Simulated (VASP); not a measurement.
Calculation: PBEsol GGA, VASP's PBE PAW potentials (set 64) (plane waves; VASP).

VASP ran on this input.

POSCAR:
```
Pm
1
   -2.0097489566     2.0097489566     2.0097489566
    2.0097489566    -2.0097489566     2.0097489566
    2.0097489566     2.0097489566    -2.0097489566
Pm
1
Direct
  0.0000000000   0.0000000000   0.0000000000
```

### INCAR
```
GGA = PS
LMAXMIX = 6   # l cut-off of mixed one-centre charges
EDIFF = 1E-6
EDIFFG = -0.01   # ionic stop
SIGMA = 0.1   # width (eV)
LCHARG = .FALSE.
ISIF = 3   # ions, shape and volume
ALGO = Normal   # blocked Davidson
NELM = 100   # most electronic steps
ENCUT = 400   # plane-wave cut-off (eV)
LREAL = .FALSE.   # projection in real space or not
PREC = Accurate
ISMEAR = 1   # Methfessel-Paxton
LASPH = .TRUE.   # aspherical one-centre terms
LWAVE = .FALSE.
SYSTEM = Pm
IBRION = 2   # conjugate gradients
NSW = 60
```

**KPOINTS**
```
Automatic
0
G
 12 12 12
```

POTCAR, in this order: Pm_3 (PBE.64 set). Program: vasp_std.

The run wrote:

File OSZICAR:
```
       N       E                     dE             d eps       ncg     rms          rms(c)
DAV:   1     0.162595350823E+02    0.16260E+02   -0.44794E+03  1312   0.834E+02
DAV:   2    -0.454006938081E+01   -0.20800E+02   -0.20313E+02  1516   0.136E+02
DAV:   3    -0.500620841271E+01   -0.46614E+00   -0.45342E+00  1640   0.163E+01
DAV:   4    -0.500970004539E+01   -0.34916E-02   -0.34824E-02  1827   0.140E+00
DAV:   5    -0.500972809285E+01   -0.28047E-04   -0.28043E-04  1696   0.736E-02    0.173E+01
DAV:   6    -0.500038263360E+01    0.93455E-02   -0.18773E-02  1360   0.111E+00    0.105E+01
DAV:   7    -0.500019502528E+01    0.18761E-03   -0.25018E-02  1342   0.126E+00    0.211E-01
DAV:   8    -0.499968772821E+01    0.50730E-03   -0.19915E-03  1361   0.382E-01    0.147E-02
DAV:   9    -0.499968960578E+01   -0.18776E-05   -0.20002E-05  1592   0.456E-02    0.704E-03
DAV:  10    -0.499968954248E+01    0.63302E-07   -0.77317E-07   958   0.784E-03
   1 F= -.49996895E+01 E0= -.49994128E+01  d E =-.499969E+01
       N       E                     dE             d eps       ncg     rms          rms(c)
DAV:   1    -0.500168484799E+01   -0.19952E-02   -0.45569E-02  1301   0.197E+00    0.242E-01
DAV:   2    -0.500017947133E+01    0.15054E-02   -0.21986E-03  1308   0.419E-01    0.921E-02
DAV:   3    -0.499979295748E+01    0.38651E-03   -0.15070E-03  1327   0.337E-01    0.830E-02
DAV:   4    -0.499979955881E+01   -0.66013E-05   -0.14318E-05  1341   0.382E-02    0.275E-02
DAV:   5    -0.499979965879E+01   -0.99976E-07   -0.65391E-06  1345   0.228E-02
   2 F= -.49997997E+01 E0= -.49994946E+01  d E =-.110116E-03
```

File OUTCAR:
```
------------------------ aborting loop because EDIFF is reached ----------------------------------------
  FORCE on cell =-STRESS in cart. coord.  units (eV):
  Direction    XX          YY          ZZ          XY          YZ          ZX
  --------------------------------------------------------------------------------------
  Total       -0.0013453     -0.0013453     -0.0013453     -0.0000000      0.0000000     -0.0000000
  in kB       -0.0667265     -0.0667265     -0.0667265     -0.0000000      0.0000000     -0.0000000
  external PRESSURE =      -0.0667265 kB  Pullay stress =       0.0000000 kB
  volume of cell :       32.30
      direct lattice vectors                 reciprocal lattice vectors
    -2.006253762  2.006253762  2.006253762     0.000000000  0.249220716  0.249220716
     2.006253762 -2.006253762  2.006253762     0.249220716  0.000000000  0.249220716
     2.006253762  2.006253762 -2.006253762     0.249220716  0.249220716  0.000000000
 POSITION                                       TOTAL-FORCE (eV/Angst)
 -----------------------------------------------------------------------------------
      2.00625      2.00625     -2.00625         0.000000      0.000000     -0.000000
 -----------------------------------------------------------------------------------
    total drift:                                0.000000      0.000000     -0.000000
  FREE ENERGIE OF THE ION-ELECTRON SYSTEM (eV)
  ---------------------------------------------------
  free  energy   TOTEN  =        -4.9997996588 eV

  energy  without entropy=       -4.9988844111  energy(sigma->0) =       -4.99949458

 reached required accuracy - stopping structural energy minimisation
```
(Selected blocks of OUTCAR.)

### CONTCAR
```
Pm
   1.00000000000000
    -2.0062537624353345    2.0062537624353345    2.0062537624353345
     2.0062537624353345   -2.0062537624353345    2.0062537624353345
     2.0062537624353345    2.0062537624353345   -2.0062537624353345
  Pm
     1
Direct
     0.0000000000000000    0.0000000000000000    1.0000000000000000
```

The 4f electrons are frozen in the core of the lanthanide potential, so 4f levels, which can set the real gap, and their magnetism are missing.

The structure was generated: Pm was put into the bcc type (Im-3m), which need not be its known phase. This run relaxes it. Symmetry was kept, so distortions that lower it aren't found. The start is the result of an earlier pass.
